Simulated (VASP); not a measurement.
The system is ScBPd3.

```xyz
5
Lattice="4.2350 0.0000 0.0000 0.0000 4.2350 0.0000 0.0000 0.0000 4.2350" Properties=species:S:1:pos:R:3 pbc="T T T"
Pd    2.1175    0.0000    2.1175
Pd    2.1175    2.1175    0.0000
Pd    0.0000    2.1175    2.1175
Sc    0.0000    0.0000    0.0000
B     2.1175    2.1175    2.1175
```

The cell comes from a database or a generator and needn't be the stable form of this composition.

```yaml
Program: VASP 6.6.1
Task: single point
Functional: PBE
Potentials_or_basis: VASP PAW PBE potentials, release 64 (Pd, Sc_sv, B)
Cutoff: 520 eV
k_mesh: 6 × 6 × 6
Occupations: fermi-dirac, width 0.05 eV
Spin: no spin polarisation
```

On this cell: pressure -0.8 GPa; largest force zero by symmetry; band gap on the k mesh none (metal or under the smearing width).

The same run follows on a disturbed copy (atoms moved at random, drawn with an rms of 0.05 Å):

```
Pd Sc B
1.0
     4.23496    0.00000    0.00000
     0.00000    4.23496    0.00000
     0.00000    0.00000    4.23496
Pd Sc B
3 1 1
Direct
  0.49091 0.00682 0.49824
  0.50663 0.48892 0.98812
  0.98961 0.50375 0.49407
  0.98844 0.99968 0.00415
  0.50009 0.50509 0.48833
```

Task: What does the disturbed cell give?

Result: The energy (extrapolated to zero smearing) moves by +4.0 meV/atom; pressure -0.6 GPa; largest force 0.546 eV/Å; band gap on the k mesh none (metal or under the smearing width).

Forces on the atoms (eV/Å):
```
Pd  -0.078 -0.206  0.007
Pd  -0.138  0.073  0.122
Pd   0.545  0.012  0.026
Sc   0.099 -0.023 -0.088
B   -0.428  0.144 -0.066
```

Stress tensor (GPa, compression positive):
```
-0.51 -0.04 -0.07
-0.04 -0.62  0.13
-0.07  0.13 -0.59
```
